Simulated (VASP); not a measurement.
Output of a VASP run:

### OSZICAR
```
       N       E                     dE             d eps       ncg     rms          rms(c)
DAV:   1     0.121880113924E+03    0.12188E+03   -0.11471E+04  5880   0.139E+03
DAV:   2    -0.211048487906E+02   -0.14298E+03   -0.14114E+03  7182   0.336E+02
DAV:   3    -0.241631395311E+02   -0.30583E+01   -0.29960E+01  7910   0.441E+01
DAV:   4    -0.241777128634E+02   -0.14573E-01   -0.14570E-01  6636   0.359E+00
DAV:   5    -0.241778449904E+02   -0.13213E-03   -0.13212E-03  8050   0.317E-01    0.209E+01
DAV:   6    -0.234268142574E+02    0.75103E+00   -0.76961E+00  6895   0.188E+01    0.454E+00
DAV:   7    -0.232968455146E+02    0.12997E+00   -0.11835E+00  6623   0.691E+00    0.436E+00
DAV:   8    -0.232620213149E+02    0.34824E-01   -0.12375E-01  6895   0.294E+00    0.452E-01
DAV:   9    -0.232613569059E+02    0.66441E-03   -0.23764E-03  7350   0.440E-01    0.253E-01
DAV:  10    -0.232613226795E+02    0.34226E-04   -0.77637E-04  7084   0.259E-01    0.581E-02
DAV:  11    -0.232613079458E+02    0.14734E-04   -0.30453E-04  6902   0.138E-01    0.426E-02
DAV:  12    -0.232613017781E+02    0.61677E-05   -0.31633E-05  6756   0.414E-02    0.102E-02
DAV:  13    -0.232613013325E+02    0.44561E-06   -0.14661E-06  7749   0.745E-03    0.131E-03
DAV:  14    -0.232613012315E+02    0.10104E-06   -0.46862E-08  3668   0.167E-03    0.916E-04
DAV:  15    -0.232613011964E+02    0.35094E-07   -0.38869E-09  3178   0.499E-04
   1 F= -.23261301E+02 E0= -.23261255E+02  d E =-.232613E+02
```

### OUTCAR
```
------------------------ aborting loop because EDIFF is reached ----------------------------------------
  FORCE on cell =-STRESS in cart. coord.  units (eV):
  Direction    XX          YY          ZZ          XY          YZ          ZX
  --------------------------------------------------------------------------------------
  Total       -0.0236287     -0.0236287      0.0133521      0.0000000      0.0000000      0.0000000
  in kB       -0.9283874     -0.9283874      0.5246114      0.0000000      0.0000000      0.0000000
  external PRESSURE =      -0.4440545 kB  Pullay stress =       0.0000000 kB
  volume of cell :       40.78
      direct lattice vectors                 reciprocal lattice vectors
    -1.609245843  1.609245843  3.936554523     0.000000000  0.310704547  0.127014626
     1.609245843 -1.609245843  3.936554523     0.310704547  0.000000000  0.127014626
     1.609245843  1.609245843 -3.936554523     0.310704547  0.310704547  0.000000000
 POSITION                                       TOTAL-FORCE (eV/Angst)
 -----------------------------------------------------------------------------------
      0.00000      0.00000      5.23484        -0.000000     -0.000000      0.004310
      0.00000      0.00000      2.63827         0.000000      0.000000     -0.004310
      0.00000      0.00000      0.00000        -0.000000     -0.000000      0.000000
 -----------------------------------------------------------------------------------
    total drift:                                0.000000     -0.000000     -0.000000
  FREE ENERGIE OF THE ION-ELECTRON SYSTEM (eV)
  ---------------------------------------------------
  free  energy   TOTEN  =       -23.2613011964 eV

  energy  without entropy=      -23.2611640833  energy(sigma->0) =      -23.26125549

 reached required accuracy - stopping structural energy minimisation
```
(Selected blocks of OUTCAR.)

**POSCAR**
```
MoSi2
1
   -1.6092458429     1.6092458429     3.9365545226
    1.6092458429    -1.6092458429     3.9365545226
    1.6092458429     1.6092458429    -3.9365545226
Si Mo
2 1
Direct
  0.6649016427   0.6649016427   0.0000000000
  0.3350983573   0.3350983573   0.0000000000
  0.0000000000   0.0000000000   0.0000000000
```

Question: Reconstruct the remaining input files.

Answer: This is not unique; one that fits is the input of the run itself, PBE GGA, plane waves, VASP's PBE PAW potentials (set 64).

### KPOINTS
```
Automatic
0
Gamma
  13 13 13
0 0 0
```

### INCAR
```
SYSTEM=MoSi2
PREC=Accurate; ENCUT=520; LREAL=.False.
LASPH=.True.
EDIFF=1E-7; NELM=100; ALGO=Normal
LMAXMIX=4
ISMEAR=1; SIGMA=0.1
GGA=PE
IBRION=2; NSW=30; ISIF=4
EDIFFG=-0.01
LWAVE=.False.; LCHARG=.False.
```

POTCAR, in this order: Si Mo_sv (PBE.64 set). Program: vasp_std.

The compound is MoSi2 in the MoSi2 type structure. It was relaxed first.
